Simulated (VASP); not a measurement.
## Hf2Pd2Se2Br2O3: optical spectrum with PBE

The system is Hf2Pd2Se2Br2O3.

```
Hf Pd Se Br O
1.0
     5.76069    0.00496   -0.00286
    -0.52750    5.84664    0.03413
    -1.48435   -0.92642    6.64586
Hf Pd Se Br O
2 2 2 2 3
Direct
  0.74540 0.39602 0.34989
  0.28763 0.45322 0.59401
  0.90854 0.13294 0.84849
  0.25249 0.90323 0.35874
  0.63469 0.40355 0.93716
  0.62597 0.78174 0.53023
  0.85273 0.99089 0.15355
  0.22526 0.82084 0.86223
  0.96040 0.28925 0.59026
  0.43233 0.24524 0.40864
  0.07457 0.58308 0.36682
```

The cell was built by a generator and needn't be a form met in nature.

- Program: VASP 6.6.1
- Task: optical spectrum
- Functional: PBE
- Potentials or basis: VASP PAW PBE potentials, release 64 (Hf_pv, Pd, Se, Br, O)
- Cutoff: 520 eV
- k mesh: 5 × 5 × 4
- Occupations: fermi-dirac, width 0.05 eV
- Spin: no spin polarisation
- Further INCAR settings: ALGO = Fast; EDIFF = 1e-07; NBANDS = 90

```yaml
Pressure: -0.6 GPa
Largest_force: 0.187 eV/Å
Band_gap_on_the_k_mesh: 0.20 eV, indirect (least direct gap 0.46 eV)
```

Forces in eV/Å, atoms in the order of the input:
```
Hf   0.077 -0.045  0.133
Hf  -0.094 -0.026 -0.159
Pd   0.010 -0.002 -0.030
Pd  -0.006  0.010 -0.001
Se  -0.023  0.010 -0.003
Se   0.001 -0.039  0.005
Br  -0.012  0.018  0.024
Br   0.015 -0.028 -0.022
O    0.050  0.114 -0.089
O    0.043  0.122  0.052
O   -0.058 -0.135  0.090
```

Stress tensor (GPa, compression positive):
```
-0.77 -0.10 -0.04
-0.10 -0.49  0.02
-0.04  0.02 -0.50
```

Levels at points of the mesh, in eV from the valence-band top:
```tsv
k point	band 39	band 40	band 41	band 42	band 43	band 44	band 45	band 46
(0.00, 0.00, 0.00)	-0.84	-0.71	-0.31	-0.23	0.47	0.56	2.65	3.16
(0.00, 0.00, 0.50)	-0.93	-0.49	-0.47	-0.26	0.20	0.89	2.79	2.87
```

Dielectric function (mean over the directions given):
```
energy (eV)  real part  imaginary part
       0.26      13.98            0.79
       1.22       9.17            8.31
       2.27       5.89            4.55
       3.32       4.99            5.52
       4.37       4.26            5.24
       5.42       2.57            5.05
       6.46       1.97            4.94
       7.42       0.98            4.84
       8.47       0.22            3.92
       9.52       0.12            3.55
      10.57      -0.32            3.02
      11.62      -0.45            2.44
      12.66      -0.41            2.08
      13.63      -0.52            1.81
      14.67      -0.51            1.41
      15.72      -0.48            1.15
      16.77      -0.41            0.89
      17.82      -0.35            0.64
      18.87      -0.21            0.40
      19.91      -0.03            0.25
```

It took 12 min on 4 MPI ranks on Intel(R) Xeon(R) Platinum 8375C CPU @ 2.90GHz (Ice Lake), on a shared host, peak memory 2 GiB a rank.

Caveat: spectra need much finer meshes, so this one isn't converged; independent-particle spectra lack excitons; spin-orbit coupling is left out, which moves the levels of the heavy elements; an odd mesh through Γ misses points on the zone boundary, where band edges often lie. PBE gaps usually lie below the measured ones, often by a third to a half.
